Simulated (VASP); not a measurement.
VASP ran on this input.

KPOINTS:
```
Automatic mesh
0
Gamma
15 15 15
0 0 0
```

### INCAR
```
ALGO = Normal
EDIFF = 1E-6
EDIFFG = -0.02
ENCUT = 620
IBRION = 2
ISIF = 3
ISMEAR = 1
LASPH = .TRUE.
LCHARG = .FALSE.
LMAXMIX = 6
LREAL = .FALSE.
LWAVE = .FALSE.
NELM = 100
NSW = 40
PREC = Accurate
PSTRESS = 450
SIGMA = 0.1
SYSTEM = TaC
```

POSCAR:
```
TaC
1
    0.0000000000     2.1370590880     2.1370590880
    2.1370590880     0.0000000000     2.1370590880
    2.1370590880     2.1370590880     0.0000000000
Ta C
1 1
Direct
  0.0000000000   0.0000000000   1.0000000000
  0.5000000000   0.5000000000   0.5000000000
```

POTCAR, in this order: Ta_pv C (LDA.64 set). Program: vasp_std.

Question: Write an equivalent input for Quantum ESPRESSO's pw.x.

Answer: One equivalent input (not run):
```
&CONTROL
  calculation = 'vc-relax'
  pseudo_dir = './pseudo'
  outdir = './out'
  tprnfor = .true.
  tstress = .true.
  nstep = 40
  forc_conv_thr = 0.00078
/
&SYSTEM
  ibrav = 0
  nat = 2
  ntyp = 2
  ecutwfc = 82
  occupations = 'smearing'
  smearing = 'methfessel-paxton'
  degauss = 0.00735
  input_dft = 'pz'
/
&ELECTRONS
  conv_thr = 7.3e-08
  electron_maxstep = 100
/
&IONS
/
&CELL
  press = 450
/
ATOMIC_SPECIES
  Ta 180.948 Ta.upf
  C 12.011 C.upf
CELL_PARAMETERS angstrom
     0.0000000    2.1370591    2.1370591
     2.1370591    0.0000000    2.1370591
     2.1370591    2.1370591    0.0000000
ATOMIC_POSITIONS crystal
  Ta   0.0000000  0.0000000  1.0000000
  C    0.5000000  0.5000000  0.5000000
K_POINTS automatic
  15 15 15 0 0 0
```
The two are equivalent in intent, not identical: the potentials are each code's own (VASP's PAW set, PseudoDojo norm-conserving files in pw.x), so ENCUT and ecutwfc are chosen apart and not converted; conv_thr bounds pw.x's estimated SCF error, while EDIFF bounds the energy change between steps; forc_conv_thr acts on force components and is met together with etot_conv_thr.

The compound is TaC in the rock salt structure. It was relaxed first under an external pressure of 45 GPa.
